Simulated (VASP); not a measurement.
# GW on GaN, part 4 of 6

Aim: the quasiparticle gap of GaN, and what it costs to get it. The cell is of the zinc-blende type, one of the forms listed for this formula. The start is a computed cell from the Materials Project.

VASP 6.6.1, plane waves and PAW; the level of theory is named at each step.

So far, quasiparticle gap on the mesh (eV): step 4 (evGW0) 3.10. Also gap on the k-mesh (eV): step 3 (empty bands, functional PBE) 1.72.

### Step 5. QPGW0

This step: QPGW0 on PBE; plane waves and PAW (Ga_d_GW, N_GW) (VASP 6.6.1).

Here the orbitals are updated too, by diagonalising a Hermitian self-energy in the bands up to NBANDSGW.

INCAR reads:

```
SYSTEM = GaN
PREC = Accurate
ENCUT = 450
ISMEAR = 0
SIGMA = 0.01
LREAL = .FALSE.
GGA = PE
NBANDS = 152
ALGO = QPGW0
NELMGW = 4
ENCUTGW = 200
NOMEGA = 48
PRECFOCK = Fast
NBANDSGW = 32
LWAVE = .FALSE.
LCHARG = .FALSE.
```

POSCAR reads:

```
GaN
1.0
    0.0000000000      2.2535006075      2.2535006075
    2.2535006075      0.0000000000      2.2535006075
    2.2535006075      2.2535006075      0.0000000000
Ga N
1 1
Direct
    0.0000000000      0.0000000000      0.0000000000
    0.7500000000      0.7500000000      0.7500000000
```

KPOINTS reads:

```
Automatic mesh
0
Gamma
6 6 6
0 0 0
```

The projector-augmented-wave data sets are Ga_d_GW and N_GW (PBE family, release 64).

Run with:

```bash
> mpirun -np 8 vasp_std
```

The log of the run:

```text
[banner, memory and clock lines left out]
running    8 mpi-ranks, on    1 nodes
 distrk:  each k-point on    8 cores,    1 groups
 distr:  one band on    1 cores,    8 groups

 POSCAR found type information on POSCAR GaN
 POSCAR found :  2 types and       2 ions
 [... a notice as in an earlier step ...]

 [... a notice as in an earlier step ...]

 LDA part: xc-table for (Slater+PW92), standard interpolation
 found WAVECAR, reading the header
 POSCAR, INCAR and KPOINTS ok, starting setup
 FFT: planning ... GRIDC
 FFT: planning ... GRID_SOFT
 FFT: planning ... GRID
 reading WAVECAR
 the WAVECAR file was read successfully
 initial charge from wavefunction
 available memory per node:     86.14 GB, setting MAXMEM to     88209

 The Fermi energy was updated, please check that it is located mid-gap
 values below the HOMO (VB) or above the LUMO (CB) will cause erroneous energies
 E-fermi :   5.9591

 calculate exact exchange contribution
 the WAVEDER file was read successfully
energies w=
    0.000    0.000    0.760    0.000    1.518    0.000    2.269    0.000
    3.011    0.000    3.743    0.000    4.463    0.000    5.170    0.000
    5.864    0.000    6.545    0.000    7.214    0.000    7.872    0.000
    8.521    0.000    9.162    0.000    9.797    0.000   10.429    0.000
   11.059    0.000   11.691    0.000   12.327    0.000   12.970    0.000
   13.624    0.000   14.291    0.000   14.977    0.000   15.685    0.000
   16.419    0.000   17.187    0.000   17.994    0.000   18.848    0.000
   19.758    0.000   20.735    0.000   21.792    0.000   22.945    0.000
   24.215    0.000   25.625    0.000   27.209    0.000   29.008    0.000
   31.077    0.000   33.489    0.000   36.347    0.000   39.796    0.000
   44.047    0.000   49.425    0.000   56.446    0.000   65.999    0.000
   79.733    0.000  101.111    0.000  138.839    0.000  222.853    0.000
 responsefunction array rank=     176
 LDA part: xc-table for (Slater+PW92), standard interpolation

 min. memory requirement per mpi rank    311.1 MB, per node   2488.5 MB

 allocating   6 responsefunctions rank=   176
 shmem allocating  48 responsefunctions rank=   176
 response function shared by NCSHMEM nodes    1
 Doing            6  frequencies on each core in blocks of           48
NQ=   1    0.0000    0.0000    0.0000,
|.........|.........|.........|.........|.........|.........|.........|.........
 performed        711000 updates of chi_q(r,r)
 total number of BLAS operations        162.60 Gflops
NQ=   2    0.1667    0.0000    0.0000,
|.........|.........|.........|.........|.........|.........|.........|.........
 performed       2084000 updates of chi_q(r,r)
 total number of BLAS operations        419.75 Gflops
NQ=   3    0.3333    0.0000    0.0000,
|.........|.........|.........|.........|.........|.........|.........|.........
 performed       3457000 updates of chi_q(r,r)
 total number of BLAS operations        676.90 Gflops
NQ=   4    0.5000    0.0000    0.0000,
|.........|.........|.........|.........|.........|.........|.........|.........
 performed       4596000 updates of chi_q(r,r)
 total number of BLAS operations        898.78 Gflops
NQ=   5    0.1667    0.1667    0.0000,
|.........|.........|.........|.........|.........|.........|.........|.........
 performed       5969000 updates of chi_q(r,r)
 total number of BLAS operations       1155.93 Gflops
NQ=   6    0.3333    0.1667    0.0000,
|.........|.........|.........|.........|.........|.........|.........|.........
 performed       8178000 updates of chi_q(r,r)
 total number of BLAS operations       1553.68 Gflops
NQ=   7    0.5000    0.1667    0.0000,
|.........|.........|.........|.........|.........|.........|.........|.........
 performed      10387000 updates of chi_q(r,r)
 total number of BLAS operations       1930.51 Gflops
NQ=   8   -0.3333    0.1667    0.0000,
|.........|.........|.........|.........|.........|.........|.........|.........
 performed      12596000 updates of chi_q(r,r)
 total number of BLAS operations       2302.18 Gflops
NQ=   9   -0.1667    0.1667    0.0000,
|.........|.........|.........|.........|.........|.........|.........|.........
 performed      14494000 updates of chi_q(r,r)
 total number of BLAS operations       2625.92 Gflops
NQ=  10    0.3333    0.3333    0.0000,
|.........|.........|.........|.........|.........|.........|.........|.........
 performed      15867000 updates of chi_q(r,r)
 total number of BLAS operations       2844.32 Gflops
NQ=  11    0.5000    0.3333    0.0000,
|.........|.........|.........|.........|.........|.........|.........|.........
 performed      18076000 updates of chi_q(r,r)
 total number of BLAS operations       3210.89 Gflops
NQ=  12   -0.3333    0.3333    0.0000,
|.........|.........|.........|.........|.........|.........|.........|.........
 performed      19974000 updates of chi_q(r,r)
 total number of BLAS operations       3517.13 Gflops
NQ=  13    0.5000    0.5000    0.0000,
|.........|.........|.........|.........|.........|.........|.........|.........
 performed      20977000 updates of chi_q(r,r)
 total number of BLAS operations       3697.75 Gflops
NQ=  14    0.5000    0.3333    0.1667,
|.........|.........|.........|.........|.........|.........|.........|.........
 performed      23478000 updates of chi_q(r,r)
 total number of BLAS operations       4130.21 Gflops
NQ=  15   -0.3333    0.3333    0.1667,
|.........|.........|.........|.........|.........|.........|.........|.........
 performed      25823000 updates of chi_q(r,r)
 total number of BLAS operations       4552.48 Gflops
NQ=  16   -0.3333    0.5000    0.1667,
|.........|.........|.........|.........|.........|.........|.........|.........
 performed      27731000 updates of chi_q(r,r)
 total number of BLAS operations       4895.95 Gflops
 resolving degeneracies of screened two electron integrals

 calculate QP shifts <psi_nk| G(iteration)W_0 |psi_nk>: iteration 1

 QP shifts <psi_nk| G(iteration)W_0 |psi_nk>: iteration 1
 NQ=           1  operations          48
 NQ=           2  operations           6
 NQ=           3  operations           6
 NQ=           4  operations          12
 NQ=           5  operations           8
 NQ=           6  operations           2
 NQ=           7  operations           2
 NQ=           8  operations           2
 NQ=           9  operations           4
 NQ=          10  operations           8
 NQ=          11  operations           2
 NQ=          12  operations           4
 NQ=          13  operations          16
 NQ=          14  operations           2
 NQ=          15  operations           2
 NQ=          16  operations           4
 allocating   6 responsefunctions rank=   176
[...]
NQ=   4    0.5000    0.0000    0.0000,
|.........|.........|.........|.........|.........|.........|.........|.........
 performed       4596000 updates of chi_q(r,r)
 total number of BLAS operations        898.78 Gflops
NQ=   5    0.1667    0.1667    0.0000,
|.........|.........|.........|.........|.........|.........|.........|.........
 performed       5969000 updates of chi_q(r,r)
 total number of BLAS operations       1155.93 Gflops
NQ=   6    0.3333    0.1667    0.0000,
|.........|.........|.........|.........|.........|.........|.........|.........
 performed       8178000 updates of chi_q(r,r)
 total number of BLAS operations       1553.68 Gflops
NQ=   7    0.5000    0.1667    0.0000,
|.........|.........|.........|.........|.........|.........|.........|.........
 performed      10387000 updates of chi_q(r,r)
 total number of BLAS operations       1930.51 Gflops
NQ=   8   -0.3333    0.1667    0.0000,
|.........|.........|.........|.........|.........|.........|.........|.........
 performed      12596000 updates of chi_q(r,r)
 total number of BLAS operations       2302.18 Gflops
NQ=   9   -0.1667    0.1667    0.0000,
|.........|.........|.........|.........|.........|.........|.........|.........
 performed      14494000 updates of chi_q(r,r)
 total number of BLAS operations       2625.92 Gflops
NQ=  10    0.3333    0.3333    0.0000,
|.........|.........|.........|.........|.........|.........|.........|.........
 performed      15867000 updates of chi_q(r,r)
 total number of BLAS operations       2844.32 Gflops
NQ=  11    0.5000    0.3333    0.0000,
|.........|.........|.........|.........|.........|.........|.........|.........
 performed      18076000 updates of chi_q(r,r)
 total number of BLAS operations       3210.89 Gflops
NQ=  12   -0.3333    0.3333    0.0000,
|.........|.........|.........|.........|.........|.........|.........|.........
 performed      19974000 updates of chi_q(r,r)
 total number of BLAS operations       3517.13 Gflops
NQ=  13    0.5000    0.5000    0.0000,
|.........|.........|.........|.........|.........|.........|.........|.........
 performed      20977000 updates of chi_q(r,r)
 total number of BLAS operations       3697.75 Gflops
NQ=  14    0.5000    0.3333    0.1667,
|.........|.........|.........|.........|.........|.........|.........|.........
 performed      23478000 updates of chi_q(r,r)
 total number of BLAS operations       4130.21 Gflops
NQ=  15   -0.3333    0.3333    0.1667,
|.........|.........|.........|.........|.........|.........|.........|.........
 performed      25823000 updates of chi_q(r,r)
 total number of BLAS operations       4552.48 Gflops
NQ=  16   -0.3333    0.5000    0.1667,
|.........|.........|.........|.........|.........|.........|.........|.........
 performed      27731000 updates of chi_q(r,r)
 total number of BLAS operations       4895.95 Gflops
 resolving degeneracies of screened two electron integrals

 QP shifts <psi_nk| G(iteration)W_0 |psi_nk>: iteration 3
 NQ=           1  operations          48
 NQ=           2  operations           6
 NQ=           3  operations           6
 NQ=           4  operations          12
 NQ=           5  operations           8
 NQ=           6  operations           2
 NQ=           7  operations           2
 NQ=           8  operations           2
 NQ=           9  operations           4
 NQ=          10  operations           8
 NQ=          11  operations           2
 NQ=          12  operations           4
 NQ=          13  operations          16
 NQ=          14  operations           2
 NQ=          15  operations           2
 NQ=          16  operations           4
 allocating   6 responsefunctions rank=   176
 shmem allocating  48 responsefunctions rank=   176
 response function shared by NCSHMEM nodes    1
 Doing            6  frequencies on each core in blocks of           48
NQ=   1    0.0000    0.0000    0.0000,
|.........|.........|.........|.........|.........|.........|.........|.........
 performed        711000 updates of chi_q(r,r)
 total number of BLAS operations        162.60 Gflops
NQ=   2    0.1667    0.0000    0.0000,
|.........|.........|.........|.........|.........|.........|.........|.........
 performed       2084000 updates of chi_q(r,r)
 total number of BLAS operations        419.75 Gflops
NQ=   3    0.3333    0.0000    0.0000,
|.........|.........|.........|.........|.........|.........|.........|.........
 performed       3457000 updates of chi_q(r,r)
 total number of BLAS operations        676.90 Gflops
NQ=   4    0.5000    0.0000    0.0000,
|.........|.........|.........|.........|.........|.........|.........|.........
 performed       4596000 updates of chi_q(r,r)
 total number of BLAS operations        898.78 Gflops
NQ=   5    0.1667    0.1667    0.0000,
|.........|.........|.........|.........|.........|.........|.........|.........
 performed       5969000 updates of chi_q(r,r)
 total number of BLAS operations       1155.93 Gflops
NQ=   6    0.3333    0.1667    0.0000,
|.........|.........|.........|.........|.........|.........|.........|.........
 performed       8178000 updates of chi_q(r,r)
 total number of BLAS operations       1553.68 Gflops
NQ=   7    0.5000    0.1667    0.0000,
|.........|.........|.........|.........|.........|.........|.........|.........
 performed      10387000 updates of chi_q(r,r)
 total number of BLAS operations       1930.51 Gflops
NQ=   8   -0.3333    0.1667    0.0000,
|.........|.........|.........|.........|.........|.........|.........|.........
 performed      12596000 updates of chi_q(r,r)
 total number of BLAS operations       2302.18 Gflops
NQ=   9   -0.1667    0.1667    0.0000,
|.........|.........|.........|.........|.........|.........|.........|.........
 performed      14494000 updates of chi_q(r,r)
 total number of BLAS operations       2625.92 Gflops
NQ=  10    0.3333    0.3333    0.0000,
|.........|.........|.........|.........|.........|.........|.........|.........
 performed      15867000 updates of chi_q(r,r)
 total number of BLAS operations       2844.32 Gflops
NQ=  11    0.5000    0.3333    0.0000,
|.........|.........|.........|.........|.........|.........|.........|.........
 performed      18076000 updates of chi_q(r,r)
 total number of BLAS operations       3210.89 Gflops
NQ=  12   -0.3333    0.3333    0.0000,
|.........|.........|.........|.........|.........|.........|.........|.........
 performed      19974000 updates of chi_q(r,r)
 total number of BLAS operations       3517.13 Gflops
NQ=  13    0.5000    0.5000    0.0000,
|.........|.........|.........|.........|.........|.........|.........|.........
 performed      20977000 updates of chi_q(r,r)
 total number of BLAS operations       3697.75 Gflops
NQ=  14    0.5000    0.3333    0.1667,
|.........|.........|.........|.........|.........|.........|.........|.........
 performed      23478000 updates of chi_q(r,r)
 total number of BLAS operations       4130.21 Gflops
NQ=  15   -0.3333    0.3333    0.1667,
|.........|.........|.........|.........|.........|.........|.........|.........
 performed      25823000 updates of chi_q(r,r)
 total number of BLAS operations       4552.48 Gflops
NQ=  16   -0.3333    0.5000    0.1667,
|.........|.........|.........|.........|.........|.........|.........|.........
 performed      27731000 updates of chi_q(r,r)
 total number of BLAS operations       4895.95 Gflops
 resolving degeneracies of screened two electron integrals

 QP shifts <psi_nk| G(iteration)W_0 |psi_nk>: iteration 4
 NQ=           1  operations          48
 NQ=           2  operations           6
 NQ=           3  operations           6
 NQ=           4  operations          12
 NQ=           5  operations           8
 NQ=           6  operations           2
 NQ=           7  operations           2
 NQ=           8  operations           2
 NQ=           9  operations           4
 NQ=          10  operations           8
 NQ=          11  operations           2
 NQ=          12  operations           4
 NQ=          13  operations          16
 NQ=          14  operations           2
 NQ=          15  operations           2
 NQ=          16  operations           4
 entering main loop
```

Wall time 31 min (8 MPI ranks of AMD EPYC 7R43, shared host); peak memory 2.6 GiB; 4.1 h of CPU time.

From OUTCAR (step 5):

```text
   NELECT =      18.0000    total number of electrons

 E-fermi :   5.9591

 QP shifts <psi_nk| G(iteration)W_0 |psi_nk>: iteration 1
 k-point   1 :       0.0000    0.0000    0.0000
  band No. DFT-energies  QP-energies  QP-e(diag)   sigma(DFT)    Z            occupation
    ...
      6      -8.0769     -10.9305     -10.9269     -11.9678       0.7325       2.0000
      7       5.0978       4.4152       4.4159       4.2038       0.7628       2.0000
      8       5.0978       4.4152       4.4159       4.2038       0.7628       2.0000
      9       5.0978       4.4152       4.4159       4.2038       0.7628       2.0000
     10       6.8203       7.2826       7.3057       7.4281       0.7986       0.0000
     11      15.3897      16.0054      16.0109      16.1715       0.7945       0.0000
     12      15.3897      16.0054      16.0109      16.1715       0.7945       0.0000
     13      15.3897      16.0054      16.0109      16.1715       0.7945       0.0000
    ...

 k-point   2 :       0.1667    0.0000    0.0000
  band No. DFT-energies  QP-energies  QP-e(diag)   sigma(DFT)    Z            occupation
    ...
      6      -8.0783     -10.8439     -10.9238     -11.9673       0.7317       2.0000
      7       2.8139       1.9628       1.9714       1.6996       0.7561       2.0000
      8       4.8276       4.1072       4.1146       3.8911       0.7613       2.0000
      9       4.8276       4.1072       4.1146       3.8911       0.7613       2.0000
     10       8.4316       8.9849       8.9985       9.1519       0.7870       0.0000
     11      14.3525      15.0220      15.0289      15.2098       0.7890       0.0000
     12      15.7452      16.3800      16.3858      16.5573       0.7888       0.0000
     13      15.7452      16.3800      16.3858      16.5573       0.7888       0.0000
    ...

     32      59.5793      59.5793      59.5793      59.5793       1.0000       0.0000

 QP shifts <psi_nk| G(iteration)W_0 |psi_nk>: iteration 2
 k-point   1 :       0.0000    0.0000    0.0000
  band No. DFT-energies  QP-energies  QP-e(diag)   sigma(DFT)    Z            occupation
    ...
      6     -10.9305     -11.6667     -11.6640     -11.9352       0.7301       2.0000
      7       4.4152       4.1079       4.1256       4.0386       0.7690       2.0000
      8       4.4152       4.1079       4.1256       4.0386       0.7690       2.0000
      9       4.4152       4.1079       4.1256       4.0386       0.7690       2.0000
     10       7.2826       7.2934       7.2907       7.2927       0.8029       0.0000
     11      16.0054      16.1031      16.1039      16.1292       0.7956       0.0000
     12      16.0054      16.1031      16.1039      16.1292       0.7956       0.0000
     13      16.0054      16.1031      16.1039      16.1292       0.7956       0.0000
    ...

 QP shifts <psi_nk| G(iteration)W_0 |psi_nk>: iteration 3
 k-point   1 :       0.0000    0.0000    0.0000
  band No. DFT-energies  QP-energies  QP-e(diag)   sigma(DFT)    Z            occupation
    ...
      6     -11.6667     -11.8629     -11.8611     -11.9323       0.7320       2.0000
      7       4.1079       3.9024       3.9252       3.8704       0.7693       2.0000
      8       4.1079       3.9024       3.9252       3.8704       0.7693       2.0000
      9       4.1079       3.9024       3.9252       3.8704       0.7693       2.0000
     10       7.2934       7.2442       7.2361       7.2220       0.8034       0.0000
     11      16.1031      16.1360      16.1368      16.1453       0.7975       0.0000
     12      16.1031      16.1360      16.1368      16.1453       0.7975       0.0000
     13      16.1031      16.1360      16.1368      16.1453       0.7975       0.0000
    ...

 QP shifts <psi_nk| G(iteration)W_0 |psi_nk>: iteration 4
 k-point   1 :       0.0000    0.0000    0.0000
  band No. DFT-energies  QP-energies  QP-e(diag)   sigma(DFT)    Z            occupation
    ...
      6     -11.8629     -11.9319     -11.9301     -11.9549       0.7301       2.0000
      7       3.9024       3.8196       3.8405       3.8220       0.7696       2.0000
      8       3.9024       3.8196       3.8405       3.8220       0.7696       2.0000
      9       3.9024       3.8196       3.8405       3.8220       0.7696       2.0000
     10       7.2442       7.2254       7.2196       7.2135       0.8038       0.0000
     11      16.1360      16.1545      16.1556      16.1606       0.7970       0.0000
     12      16.1360      16.1545      16.1556      16.1606       0.7970       0.0000
     13      16.1360      16.1545      16.1556      16.1606       0.7970       0.0000
    ...

[... 16 parts as in an earlier step ...]

[... 29 further parts left out ...]
```

This step gave:

```
quasiparticle gap on the mesh                 : 3.406 eV
smallest direct quasiparticle gap on the mesh : 3.406 eV
```

QP gap by iteration, by row:

```
iteration  gap (eV)  direct gap (eV)
        1     2.867            2.867
        2     3.186            3.186
        3     3.342            3.342
        4     3.406            3.406
```

GW takes the gap from 1.722 to 3.406 eV. That is +303 meV against evGW0 on PBE. The last pass still moved it by +64 meV. Spin-orbit coupling is left out. The value holds for 152 bands, ENCUTGW = 200 eV and this mesh, and isn't shown to be converged in them.

[end of part 4 of 6]

[Lines on the potential files, build, host, timing and source positions are cut from VASP's logs without a mark.]

[Logs are printed without paths, hosts, clocks, repeated set-up lines and the standing remarks that a program may print on its own settings, such as how far it seeks lower states.]

[Hosts, paths, dates, database ids (printed as entryN), source tags and the programs' standing remarks are cut or masked in the printed files.]

[Pressures printed for these runs are not shown converged in the cutoff: they can be off by several GPa and have the wrong sign.]
